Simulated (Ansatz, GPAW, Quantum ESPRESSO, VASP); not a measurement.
# GaGePt6 (I-42m, 8 atoms in the cell) computed with different codes at matched settings

Self-consistent single point, at a second geometry (lattice scaled by 0.98). First geometry:

```yaml
crystal:
  lattice:
    - [-2.76055, 2.76055, 3.97615]
    - [2.76055, -2.76055, 3.97615]
    - [2.76055, 2.76055, -3.97615]
  atoms:
    - { symbol: Ga, position: [0.00000, 0.00000, 0.00000] }
    - { symbol: Ge, position: [0.50000, 0.50000, 0.00000] }
    - { symbol: Pt, position: [0.94343, 0.94343, 0.39588] }
    - { symbol: Pt, position: [0.05657, 0.45245, 0.00000] }
    - { symbol: Pt, position: [0.54755, 0.54755, 0.60412] }
    - { symbol: Pt, position: [0.45245, 0.05657, 0.00000] }
    - { symbol: Pt, position: [0.50000, 0.00000, 0.50000] }
    - { symbol: Pt, position: [0.00000, 0.50000, 0.50000] }
```

Shared settings, as Ansatz (a quantum-chemistry and plane-wave program) writes them: kpoints.mp_grid.grid = 5 5 5; scf.occupations.method = gaussian; scf.occupations.width = 0.2 eV. Potentials and cutoffs stand in the table.

| code | model | ΔF from the first geometry (meV/atom) | pressure (GPa) | largest force (eV/Å) | cutoff |
|---|---|---|---|---|---|
| GPAW | PBEsol, GPAW PAW datasets PBEsol (made by gpaw-setup) | 21.6 | 12.37 | 0.343 | 600 eV |
| VASP | PBEsol, VASP's PBE PAW potentials (set 64) | 20.8 | 11.36 | 0.331 | 300 eV |
| Ansatz | PBEsol, PAW files made with PBE | 20.6 | 12.12 | 0.316 | 420 eV |
| Quantum ESPRESSO | PBEsol, PseudoDojo standard norm-conserving (PBESOL) pseudopotentials | 19.6 | 11.97 | 0.327 | 85 Ry |

For VASP (by 0.9 GPa) the energy change implies a higher mean pressure, against the two pressures, than for the other programs: a sign of finite-basis (Pulay) stress.

On Ansatz's run: spin-orbit coupling is off. Spin polarisation is off.

The spread over the programs that give each value: ΔF from the first geometry within 2.0 meV/atom; pressure within 1.01 GPa; largest force within 0.027 eV/Å.

Ansatz's pressure is given at a fixed set of plane waves, as the other plane-wave codes print theirs; with its correction for the finite basis it is 12.20 GPa.

VASP's run is marked for a possible Pulay error in its stress at this cutoff; no cutoff test was made.

The starting cell comes from a database of computed structures (which also holds hypothetical and non-ambient phases and stackings), without a prior relaxation at this level. For this run, on top of that: lattice scaled by 0.98.

Left out of this page: CP2K, Elk, FLEUR and SIESTA (not drawn, or without a comparable value).

Keys are those of Ansatz 0.2.
